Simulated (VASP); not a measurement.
Computed with optB88-vdW, VASP's PBE PAW potentials (set 64) (plane waves; VASP).

VASP ran on this input.

### INCAR
```
LCHARG  =  .FALSE.
ENCUT  =  520
AGGAC  =  0.0
SIGMA  =  0.1   ! width (eV)
ISMEAR  =  1   ! Methfessel-Paxton
LUSE_VDW  =  .TRUE.
LMAXMIX  =  6
EDIFF  =  1E-7
PREC  =  Accurate
LWAVE  =  .FALSE.
LASPH  =  .TRUE.   ! aspherical one-centre terms
LREAL  =  .FALSE.
ISIF  =  2   ! forces and stress, cell fixed
PARAM1  =  0.1833333333
ALGO  =  Normal   ! blocked Davidson
SYSTEM  =  HgTe
GGA  =  BO
PARAM2  =  0.22
NELM  =  100
```

POSCAR:
```
HgTe
4.7848770
  0.0000000000   0.7071067522   0.7071067522
  0.7071067522   0.0000000000   0.7071067522
  0.7071067522   0.7071067522   0.0000000000
Hg Te
1 1
Direct
  0.0000000000   0.0000000000   0.0000000000
  0.2500000000   0.2500000000   0.2500000000
```

### KPOINTS
```
Automatic mesh
0
Gamma
10 10 10
0 0 0
```

POTCAR, in this order: Hg Te (PBE.64 set). Program: vasp_std.

Output

### OUTCAR
```
 ion  position               nearest neighbor table
   1  0.000  0.000  0.000-   2 2.93   2 2.93   2 2.93   2 2.93
   2  0.250  0.250  0.250-   1 2.93   1 2.93   1 2.93   1 2.93
  LATTYP: Found a face centered cubic cell.
 ALAT       =     6.7668376704
 Subroutine PRICEL returns:
 Original cell was already a primitive cell.
 Subroutine GETGRP returns: Found 24 space group operations
The static configuration has the point symmetry T_d .
The dynamic configuration has the point symmetry T_d .
 Subroutine INISYM returns: Found 24 space group operations
 Subroutine IBZKPT returns following result:
 Found     47 irreducible k-points:

 Following reciprocal coordinates:
            Coordinates               Weight
  0.000000  0.000000  0.000000      1.000000
  0.100000  0.000000  0.000000      8.000000
  0.200000  0.000000  0.000000      8.000000
  0.300000  0.000000  0.000000      8.000000
  0.400000  0.000000  0.000000      8.000000
  0.500000  0.000000  0.000000      4.000000
  0.100000  0.100000  0.000000      6.000000
  0.200000  0.100000  0.000000     24.000000
  0.300000  0.100000  0.000000     24.000000
  0.400000  0.100000  0.000000     24.000000
  0.500000  0.100000  0.000000     24.000000
 -0.400000  0.100000  0.000000     24.000000
 -0.300000  0.100000  0.000000     24.000000
 -0.200000  0.100000  0.000000     24.000000
 -0.100000  0.100000  0.000000     12.000000
  0.200000  0.200000  0.000000      6.000000
  0.300000  0.200000  0.000000     24.000000
  0.400000  0.200000  0.000000     24.000000
  0.500000  0.200000  0.000000     24.000000
 -0.400000  0.200000  0.000000     24.000000
 -0.300000  0.200000  0.000000     24.000000
 -0.200000  0.200000  0.000000     12.000000
  0.300000  0.300000  0.000000      6.000000
  0.400000  0.300000  0.000000     24.000000
...
```

File OSZICAR:
```
       N       E                     dE             d eps       ncg     rms          rms(c)
DAV:   1     0.109762590915E+03    0.10976E+03   -0.79324E+03  1222   0.117E+03
DAV:   2     0.556904547338E+01   -0.10419E+03   -0.99201E+02  1350   0.257E+02
DAV:   3     0.987367186552E+00   -0.45817E+01   -0.45622E+01  1467   0.565E+01
DAV:   4     0.938493913658E+00   -0.48873E-01   -0.48862E-01  1668   0.533E+00
DAV:   5     0.938346745421E+00   -0.14717E-03   -0.14717E-03  1492   0.291E-01    0.582E+00
DAV:   6     0.113679749707E+01    0.19845E+00   -0.48269E-01  1402   0.918E+00    0.482E+00
DAV:   7     0.114158248521E+01    0.47850E-02   -0.88439E-02  1317   0.221E+00    0.189E+00
DAV:   8     0.114203353620E+01    0.45105E-03   -0.74109E-03  1292   0.112E+00    0.496E-01
DAV:   9     0.114203063128E+01   -0.29049E-05   -0.80341E-04  1452   0.322E-01    0.686E-02
DAV:  10     0.114200464132E+01   -0.25990E-04   -0.87508E-05  1260   0.989E-02    0.401E-02
DAV:  11     0.114199497467E+01   -0.96667E-05   -0.16454E-05  1387   0.338E-02    0.118E-02
DAV:  12     0.114199520280E+01    0.22813E-06   -0.20770E-06  1336   0.102E-02    0.708E-03
DAV:  13     0.114199527467E+01    0.71876E-07   -0.10919E-07   876   0.326E-03
   1 F= 0.11419953E+01 E0= 0.11419341E+01  d E =0.183479E-03
```

File OUTCAR:
```
------------------------ aborting loop because EDIFF is reached ----------------------------------------
  FORCE on cell =-STRESS in cart. coord.  units (eV):
  Direction    XX          YY          ZZ          XY          YZ          ZX
  --------------------------------------------------------------------------------------
  Total       -0.8882226     -0.8882226     -0.8882226      0.0000000      0.0000000      0.0000000
  in kB      -18.3710991    -18.3710991    -18.3710991      0.0000000      0.0000000      0.0000000
  external PRESSURE =     -18.3710991 kB  Pullay stress =       0.0000000 kB
  volume of cell :       77.46
      direct lattice vectors                 reciprocal lattice vectors
     0.000000000  3.383418835  3.383418835    -0.147779517  0.147779517  0.147779517
     3.383418835  0.000000000  3.383418835     0.147779517 -0.147779517  0.147779517
     3.383418835  3.383418835  0.000000000     0.147779517  0.147779517 -0.147779517
 POSITION                                       TOTAL-FORCE (eV/Angst)
 -----------------------------------------------------------------------------------
      0.00000      0.00000      0.00000        -0.000000      0.000000      0.000000
      1.69171      1.69171      1.69171         0.000000     -0.000000     -0.000000
 -----------------------------------------------------------------------------------
    total drift:                                0.000000      0.000000      0.000000
  FREE ENERGIE OF THE ION-ELECTRON SYSTEM (eV)
  ---------------------------------------------------
  free  energy   TOTEN  =         1.1419952747 eV

  energy  without entropy=        1.1418117954  energy(sigma->0) =        1.14193411
```
(Selected blocks of OUTCAR.)

The compound is HgTe in the zinc blende structure. This cell is one point of a volume scan, at 1.06 of the reference volume.
